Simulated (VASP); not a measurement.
Data:

```
InP
1.0
    0.00000     2.97872     2.97872
    2.97872     0.00000     2.97872
    2.97872     2.97872     0.00000
In P
1 1
Direct
  0.00000   0.00000   0.00000
  0.25000   0.25000   0.25000
```

Method: Hartree-Fock, VASP's PBE PAW potentials (set 64) (plane waves; VASP). Numerical set-up: 520 eV cut-off, 6×6×6 Γ-centred mesh, Gaussian smearing of 0.050 eV, potentials In_d P.

Unless said otherwise, spin-orbit coupling is left out, though it shifts the bands of the heavy elements here.

### Question
Predict the energy per atom (σ→0), band gap (over the mesh, the named points and PBE's band edges) with the smallest direct gap where there is one.

### Answer

- band gap (over the mesh, the named points and PBE's band edges) = 6.79 eV
- smallest direct gap (over the mesh, the named points and PBE's band edges) = 6.79 eV
- energy per atom (σ→0) = -8.108 eV/atom

The compound is InP in the zinc blende structure. It was relaxed first.
